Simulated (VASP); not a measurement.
Here is the system:

```
CELL_PARAMETERS angstrom
      3.82943     0.00000     0.00000
     -1.91471     3.31638     0.00000
      0.00000     0.00000     6.32232
ATOMIC_POSITIONS crystal
  Si 0.33333 0.66667 0.06279
  Si 0.66667 0.33333 0.93721
  Si 0.66667 0.33333 0.56279
  Si 0.33333 0.66667 0.43721
```

All values below come from PBEsol GGA, VASP's PBE PAW potentials (set 64) (plane waves; VASP). Settings: 400 eV cut-off, Gaussian smearing of 0.050 eV, potentials Si.

Q: Predict the band gap (along the path) with the smallest direct gap where there is one.

A: 
```yaml
band gap (along the path): 0.29 eV
smallest direct gap (along the path): 0.95 eV
```

Only differences to runs with the same potentials and settings are physical.

The structure comes from a computed database's Si entry (P6_3/mmc); how it stands against other phases isn't given here. It was relaxed first.
